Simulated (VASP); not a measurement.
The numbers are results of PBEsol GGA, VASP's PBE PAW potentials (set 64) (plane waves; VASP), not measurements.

The input files of a VASP run:

**INCAR**
```
LCHARG = .False.
NSW = 60   # most ionic steps
EDIFF = 1E-6   # SCF stop (eV)
LREAL = .False.   # projection in real space or not
LMAXMIX = 4   # l cut-off of mixed one-centre charges
ENCUT = 400   # plane-wave cut-off (eV)
ISIF = 3
SIGMA = 0.05
EDIFFG = -0.02   # ionic stop
ISMEAR = 0   # Gaussian
ALGO = Normal   # blocked Davidson
LWAVE = .False.
PREC = Accurate
SYSTEM = K4BrCl3
LASPH = .True.   # aspherical one-centre terms
IBRION = 2   # conjugate gradients
NELM = 100
GGA = PS
```

**POSCAR**
```
K4BrCl3
1
    6.3519094883    -0.0000000000    -0.0000000000
    0.0000000000     6.3519094883     0.0000000000
    0.0000000000     0.0000000000     6.3519094883
K Cl Br
4 3 1
Direct
  0.0000000000   0.0000000000   0.0000000000
  0.5000000000   0.5000000000   0.0000000000
  0.5000000000   0.0000000000   0.5000000000
  0.0000000000   0.5000000000   0.5000000000
  0.5000000000   0.5000000000   0.5000000000
  0.0000000000   0.0000000000   0.5000000000
  0.0000000000   0.5000000000   0.0000000000
  0.5000000000   0.0000000000   0.0000000000
```

KPOINTS:
```
Automatic mesh
0
Gamma
3 3 3
0 0 0
```

POTCAR, in this order: K_sv Cl Br (PBE.64 set). Program: vasp_std.

Output

OUTCAR:
```
 ion  position               nearest neighbor table
   1  0.000  0.000  0.000-   6 3.18   7 3.18   8 3.18   6 3.18   7 3.18   8 3.18
   2  0.500  0.500  0.000-   5 3.18   7 3.18   8 3.18   5 3.18   8 3.18   7 3.18
   3  0.500  0.000  0.500-   5 3.18   6 3.18   8 3.18   8 3.18   5 3.18   6 3.18
   4  0.000  0.500  0.500-   5 3.18   6 3.18   7 3.18   7 3.18   6 3.18   5 3.18
   5  0.500  0.500  0.500-   2 3.18   3 3.18   4 3.18   2 3.18   3 3.18   4 3.18
   6  0.000  0.000  0.500-   1 3.18   3 3.18   4 3.18   1 3.18   4 3.18   3 3.18
   7  0.000  0.500  0.000-   1 3.18   2 3.18   4 3.18   4 3.18   1 3.18   2 3.18
   8  0.500  0.000  0.000-   1 3.18   2 3.18   3 3.18   3 3.18   2 3.18   1 3.18
  LATTYP: Found a simple cubic cell.
 ALAT       =     6.3519094883
 Subroutine PRICEL returns:
 Original cell was already a primitive cell.
 Subroutine GETGRP returns: Found 48 space group operations
The static configuration has the point symmetry D_4h.
 The point group associated with its full space group is O_h .
The dynamic configuration has the point symmetry D_4h.
 Subroutine INISYM returns: Found 48 space group operations
 Subroutine IBZKPT returns following result:
 Found      4 irreducible k-points:

 Following reciprocal coordinates:
            Coordinates               Weight
  0.000000  0.000000  0.000000      1.000000
  0.333333  0.000000  0.000000      6.000000
  0.333333  0.333333  0.000000     12.000000
  0.333333  0.333333  0.333333      8.000000
   k-points           NKPTS =      4   k-points in BZ     NKDIM =      4   number of bands    NBANDS=     38
   number of dos      NEDOS =    301   number of ions     NIONS =      8
   total plane-waves  NPLWV =  74088
   dimension x,y,z NGX =    42 NGY =   42 NGZ =   42
   dimension x,y,z NGXF=    84 NGYF=   84 NGZF=   84
   ions per type =               4   3   1
   PREC   = accura    normal or accurate (medium, high low for compatibility)
   ISTART =      0    job   : 0-new  1-cont  2-samecut
   ICHARG =      2    charge: 1-file 2-atom 10-const
   ISPIN  =      1    spin polarized calculation?
   LNONCOLLINEAR =      F non collinear calculations
   LSORBIT =      F    spin-orbit coupling
   INIWAV =      1    electr: 0-lowe 1-rand  2-diag
   ENCUT  =  400.0 eV  29.40 Ry    5.42 a.u.  10.36 10.36 10.36*2*pi/ulx,y,z
   NELM   =    100;   NELMIN=  2; NELMDL= -5     # of ELM steps
   EDIFF  = 0.1E-05   stopping-criterion for ELM
   LREAL  =      F    real-space projection
   NLSPLINE    = F    spline interpolate recip. space projectors
   LMAXMIX     =    4 max onsite mixed and CHGCAR
   VOSKOWN=      0    Vosko Wilk Nusair interpolation
   EDIFFG = -.2E-01   stopping-criterion for IOM
   NSW    =     60    number of steps for IOM
   NBLOCK =      1;   KBLOCK =     60    inner block; outer block
   IBRION =      2    ionic relax: 0-MD 1-quasi-New 2-CG
   NFREE  =      1    steps in history (QN), initial steepest desc. (CG)
   ISIF   =      3    stress and relaxation
   ISYM   =      2    0-nonsym 1-usesym 2-fastsym
   TEIN   =    0.0    initial temperature
   TEBEG  =    0.0;   TEEND  =   0.0 temperature during run
   SMASS  =  -3.00    Nose mass-parameter (am)
   PSTRESS=    0.0 pullay stress
   NELECT =      64.0000    total number of electrons
   EFERMI =   0.00;   METHOD = LEGACY
   ISMEAR =     0;   SIGMA  =   0.05  broadening in eV -4-tet -1-fermi 0-gaus
   IALGO  =     38    algorithm
   LDIAG  =      T    sub-space diagonalisation (order eigenvalues)
   IMIX   =      4    mixing-type and parameters
     AMIX     =   0.40;   BMIX     =  1.00
     AMIX_MAG =   1.60;   BMIX_MAG =  1.00
     AMIN     =   0.10
   GGA     = PS    functional components
   VOSKOWN =     0    Vosko Wilk Nusair interpolation
   LHFCALC =     F    Hartree Fock is set to
   LHFONE  =     F    Hartree Fock one center treatment
   AEXX    =    0.0000 exact exchange contribution
   IVDW    =     0    specifies the selected vdW correction
   LEPSILON=     F    determine dielectric tensor
   LRPA    =     F    only Hartree local field effects (RPA)
...
```

### OSZICAR
```
       N       E                     dE             d eps       ncg     rms          rms(c)
DAV:   1     0.437933143605E+03    0.43793E+03   -0.25147E+04   304   0.122E+03
DAV:   2     0.821855224562E+01   -0.42971E+03   -0.41782E+03   390   0.329E+02
DAV:   3    -0.272846892803E+02   -0.35503E+02   -0.35429E+02   416   0.877E+01
DAV:   4    -0.283275217167E+02   -0.10428E+01   -0.10410E+01   426   0.156E+01
DAV:   5    -0.283904078158E+02   -0.62886E-01   -0.62883E-01   476   0.255E+00    0.655E+00
DAV:   6    -0.274783378251E+02    0.91207E+00   -0.20653E+00   334   0.467E+00    0.513E+00
DAV:   7    -0.274271723718E+02    0.51165E-01   -0.66072E-01   386   0.279E+00    0.307E+00
DAV:   8    -0.274677768598E+02   -0.40604E-01   -0.10554E-01   370   0.163E+00    0.600E-01
DAV:   9    -0.274675633659E+02    0.21349E-03   -0.14490E-02   402   0.447E-01    0.183E-01
DAV:  10    -0.274706084529E+02   -0.30451E-02   -0.36525E-03   350   0.279E-01    0.353E-02
DAV:  11    -0.274708169669E+02   -0.20851E-03   -0.30987E-04   372   0.704E-02    0.219E-02
DAV:  12    -0.274708331382E+02   -0.16171E-04   -0.41983E-05   354   0.270E-02    0.759E-03
DAV:  13    -0.274708360783E+02   -0.29401E-05   -0.41179E-06   320   0.104E-02    0.450E-03
DAV:  14    -0.274708367295E+02   -0.65126E-06   -0.10229E-06   224   0.476E-03
   1 F= -.27470837E+02 E0= -.27470837E+02  d E =-.274708E+02
       N       E                     dE             d eps       ncg     rms          rms(c)
DAV:   1    -0.274779116522E+02   -0.70756E-02   -0.14712E-01   402   0.229E+00    0.526E-01
DAV:   2    -0.274722002325E+02    0.57114E-02   -0.11287E-02   372   0.573E-01    0.170E-01
DAV:   3    -0.274713377196E+02    0.86251E-03   -0.34834E-03   402   0.285E-01    0.129E-01
DAV:   4    -0.274714002823E+02   -0.62563E-04   -0.17575E-04   456   0.526E-02    0.439E-02
DAV:   5    -0.274714202860E+02   -0.20004E-04   -0.88976E-05   410   0.357E-02    0.972E-03
DAV:   6    -0.274714208776E+02   -0.59165E-06   -0.51671E-06   330   0.122E-02
   2 F= -.27471421E+02 E0= -.27471421E+02  d E =-.584148E-03
```

File OUTCAR:
```
------------------------ aborting loop because EDIFF is reached ----------------------------------------
  FORCE on cell =-STRESS in cart. coord.  units (eV):
  Direction    XX          YY          ZZ          XY          YZ          ZX
  --------------------------------------------------------------------------------------
  Total       -0.1175769     -0.1175769     -0.1175769     -0.0000000     -0.0000000      0.0000000
  in kB       -0.7378212     -0.7378212     -0.7378212     -0.0000000     -0.0000000      0.0000000
  external PRESSURE =      -0.7378212 kB  Pullay stress =       0.0000000 kB
  volume of cell :      255.32
      direct lattice vectors                 reciprocal lattice vectors
     6.343961243 -0.000000000  0.000000000     0.157630219 -0.000000000 -0.000000000
     0.000000000  6.343961243  0.000000000     0.000000000  0.157630219 -0.000000000
     0.000000000  0.000000000  6.343961243    -0.000000000  0.000000000  0.157630219
 POSITION                                       TOTAL-FORCE (eV/Angst)
 -----------------------------------------------------------------------------------
      0.00000      0.00000      0.00000         0.000000      0.000000      0.000000
      3.17198      3.17198      0.00000         0.000000      0.000000      0.000000
      3.17198     -0.00000      3.17198        -0.000000      0.000000      0.000000
      0.00000      3.17198      3.17198         0.000000      0.000000      0.000000
      3.17198      3.17198      3.17198        -0.000000      0.000000      0.000000
      0.00000      0.00000      3.17198        -0.000000      0.000000      0.000000
      0.00000      3.17198      0.00000         0.000000      0.000000      0.000000
      3.17198     -0.00000      0.00000         0.000000      0.000000      0.000000
 -----------------------------------------------------------------------------------
    total drift:                                0.000000      0.000000     -0.000000
  FREE ENERGIE OF THE ION-ELECTRON SYSTEM (eV)
  ---------------------------------------------------
  free  energy   TOTEN  =       -27.4714208776 eV

  energy  without entropy=      -27.4714208776  energy(sigma->0) =      -27.47142088

 reached required accuracy - stopping structural energy minimisation
```
(Selected blocks of OUTCAR.)

File CONTCAR:
```
K4BrCl3
   1.00000000000000
     6.3439612429457615   -0.0000000000000000    0.0000000000000000
     0.0000000000000000    6.3439612429457615    0.0000000000000000
     0.0000000000000000    0.0000000000000000    6.3439612429457615
  K               Cl              Br
     4     3     1
Direct
     0.0000000000000000    0.0000000000000000    0.0000000000000000
     0.5000000000000000    0.5000000000000000    0.0000000000000000
     0.5000000000000000    0.0000000000000000    0.5000000000000000
     0.0000000000000000    0.5000000000000000    0.5000000000000000
     0.5000000000000000    0.5000000000000000    0.5000000000000000
     0.0000000000000000    0.0000000000000000    0.5000000000000000
     0.0000000000000000    0.5000000000000000    0.0000000000000000
     0.5000000000000000    0.0000000000000000    0.0000000000000000
```

The structure was generated: K4BrCl3 was put into an ordered model structure (Pm-3m), which need not be its known phase. This run relaxes it. Symmetry was kept, so distortions that lower it aren't found. The start is the result of an earlier pass.
